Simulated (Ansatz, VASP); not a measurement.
Given: the input of a run of Ansatz 0.2.0 on RbLaMg6.

Contents of input.yaml:

```yaml
crystal:
  lattice:
    - [5.427793, 0.0, 0.0]
    - [0.0, 3.615593, 6.0310485]
    - [0.0, -3.615593, 6.0310485]
  atoms:
    - { symbol: La, position: [0.5, 0.342606, 0.342606] }
    - { symbol: Rb, position: [0.0, 0.148801, 0.148801] }
    - { symbol: Mg, position: [0.0, 0.666957, 0.666957] }
    - { symbol: Mg, position: [0.0, 0.16383, 0.660712] }
    - { symbol: Mg, position: [0.0, 0.660712, 0.16383] }
    - { symbol: Mg, position: [0.5, 0.846073, 0.846073] }
    - { symbol: Mg, position: [0.5, 0.370162, 0.800864] }
    - { symbol: Mg, position: [0.5, 0.800864, 0.370162] }
hamiltonian:
  xc: lda
  pseudopotentials: { kind: paw }
kpoints:
  mp_grid: { grid: [5, 5, 5] }
scf:
  occupations: { method: gaussian, width: 0.05 }
output:
  forces: true
  stress: true
  eigenvalues: true
```

Potentials or basis: Ansatz PAW.

The run is started by

```console
$ ansatz run input.yaml --threads 4 --pin off --max-ram 11264MiB --backend cpu --events-out ev --progress --plain --runs-dir out
```

Set up the same calculation for VASP 6.6.1. Potentials there: VASP PAW LDA potentials, release 64 (La, Rb_sv, Mg).

As run (the cutoff follows the program's own potentials):

run.py

```python
from ase.calculators.vasp import Vasp
from ase.dft.bandgap import bandgap
from ase.io import read

atoms = read('POSCAR')
calc = Vasp(
    directory='calc',
    xc='lda',
    pp='LDA',
    setups='recommended',
    prec='Accurate',
    encut=520,
    ediff=1e-06,
    ismear=0,
    sigma=0.05,
    lreal=False,
    lasph=True,
    nelm=60,
    algo='Normal',
    isif=2,
    lwave=False,
    lcharg=False,
    kpts=[5, 5, 5],
    gamma=True,
)
atoms.calc = calc

print('energy (eV):', atoms.get_potential_energy())
print('free energy (eV):', atoms.get_potential_energy(force_consistent=True))
print('forces (eV/A):')
print(atoms.get_forces())
print('stress (eV/A^3, Voigt):', atoms.get_stress())
print('Fermi level (eV):', calc.get_fermi_level())
gap, top, bottom = bandgap(calc)
print('band gap (eV):', gap, 'from (spin, k, band)', top, 'to', bottom)
```

The input POSCAR:

```
RbLaMg6
1.0
    5.4277930000      0.0000000000      0.0000000000
    0.0000000000      3.6155930000      6.0310485000
    0.0000000000     -3.6155930000      6.0310485000
La Rb Mg
1 1 6
Direct
    0.5000000000      0.3426060000      0.3426060000
    0.0000000000      0.1488010000      0.1488010000
    0.0000000000      0.6669570000      0.6669570000
    0.0000000000      0.1638300000      0.6607120000
    0.0000000000      0.6607120000      0.1638300000
    0.5000000000      0.8460730000      0.8460730000
    0.5000000000      0.3701620000      0.8008640000
    0.5000000000      0.8008640000      0.3701620000
```

Potentials or basis: VASP PAW LDA potentials, release 64 (La, Rb_sv, Mg).

Run with:

```sh
$ python run.py
```

Both were run:

|  | VASP | Ansatz | Ansatz less VASP |
| --- | --- | --- | --- |
| gap on the k mesh at the Fermi level (eV) | none | none | - |
| pressure (GPa) | -2.2 | -1.9 | +0.27 |
| largest component of the traceless stress (GPa) | 0.07 | 0.09 | +0.017 |
| rms of the force components (eV/Å) | 0.036 | 0.033 | -0.0028 |

Atom by atom the forces differ by 0.004 eV/Å (rms over components). A gap of «none» marks a metal or a gap that the smearing closes. The two sets of potentials don't hold the same shells in valence.

Caveats: the PAW data sets come from PBE, with cores solved anew for the run's functional, which leaves a small shift of forces and pressure (Ansatz). Spin-orbit coupling is left out, which matters for the levels of La.
